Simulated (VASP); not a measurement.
Runs of VASP 6.6.1 on ZnH. All rows change the cell; the cell of one of them follows. The structure is cubic, space group F-43m (No. 216). Conventional cell: a = 4.669 Å, b = 4.669 Å, c = 4.669 Å, α = 90.00°, β = 90.00°, γ = 90.00°. Around Zn (site symmetry -43m) lie 4 H at 2.02 Å. H (site symmetry -43m) is surrounded by 4 Zn at 2.02 Å. The cell was built by a generator and needn't be a form met in nature.

```csv
task,cell,k mesh,cutoff (eV),mesh quality,gap on the mesh (eV),pressure (GPa),relaxed volume (Å³/atom)
single point,"species swapped into the AlP type (F-43m, No. 216)",6 × 6 × 6,520,coarse,none,-6.0,-
single point,"species swapped into the AlP type (F-43m, No. 216)",22 × 22 × 22,520,not flagged,none,0.1,-
relaxation of cell and atoms,"relaxed from: species swapped into the AlP type (F-43m, No. 216)",22 × 22 × 22,600,not flagged,none,0.0,(a)
relaxation of cell and atoms,"relaxed from: species swapped into the AlP type (F-43m, No. 216)",6 × 6 × 6,600,coarse,none,0.1,10.81
```

Alike in all rows: level PBE; potentials or basis VASP PAW PBE potentials, release 64 (Zn, H); no spin polarisation; smearing gaussian 0.1 eV.

Task: Estimate the missing entries.

Result: (a) 10.91.

Caveats: some runs use coarse meshes; the volume moved by over 15 % at a fixed basis, so the end points are rough (some runs).

A gap of «none» marks a metal or a gap under the smearing width.
